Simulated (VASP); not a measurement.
An input for Quantum ESPRESSO's pw.x (written as the equivalent of a VASP run, and not itself run):

```
&CONTROL
  calculation = 'vc-relax'
  pseudo_dir = './pseudo'
  outdir = './out'
  tprnfor = .true.
  tstress = .true.
  nstep = 60
  forc_conv_thr = 0.00039
/
&SYSTEM
  ibrav = 0
  nat = 2
  ntyp = 2
  ecutwfc = 84
  occupations = 'smearing'
  smearing = 'gaussian'
  degauss = 0.003675
  input_dft = 'pbe'
/
&ELECTRONS
  conv_thr = 7.3e-08
  electron_maxstep = 100
/
&IONS
/
&CELL
/
ATOMIC_SPECIES
  Ga 69.723 Ga.upf
  N 14.007 N.upf
CELL_PARAMETERS angstrom
     0.0000000    2.2600000    2.2600000
     2.2600000    0.0000000    2.2600000
     2.2600000    2.2600000    0.0000000
ATOMIC_POSITIONS crystal
  Ga   0.0000000  0.0000000  0.0000000
  N    0.7500000  0.7500000  0.7500000
K_POINTS automatic
  9 9 9 0 0 0
```

Q: Translate this input to VASP (INCAR, KPOINTS, POSCAR, choice of POTCAR).

A: Several could match; the one computed here: 
POSCAR:
```
GaN
1
    0.0000000000     2.2600000000     2.2600000000
    2.2600000000     0.0000000000     2.2600000000
    2.2600000000     2.2600000000     0.0000000000
Ga N
1 1
Direct
  0.0000000000   0.0000000000   0.0000000000
  0.7500000000   0.7500000000   0.7500000000
```

### INCAR
```
ALGO = Normal
EDIFF = 1E-6
EDIFFG = -0.01
ENCUT = 530
GGA = PE
IBRION = 2
ISIF = 3
ISMEAR = 0
LASPH = .True.
LCHARG = .False.
LMAXMIX = 4
LREAL = .False.
LWAVE = .False.
NELM = 100
NSW = 60
PREC = Accurate
SIGMA = 0.05
SYSTEM = GaN
```

**KPOINTS**
```
K-points
0
G
 9 9 9
```

POTCAR, in this order: Ga_d N (PBE.64 set). Program: vasp_std.

The two are equivalent in intent, not identical: the potentials are each code's own (VASP's PAW set, PseudoDojo norm-conserving files in pw.x), so ENCUT and ecutwfc are chosen apart and not converted; conv_thr bounds pw.x's estimated SCF error, while EDIFF bounds the energy change between steps; forc_conv_thr acts on force components and is met together with etot_conv_thr.

The compound is GaN in the zinc blende structure, a metastable form; wurtzite is the usual one. This run relaxes it. Symmetry was kept, so distortions that lower it aren't found.
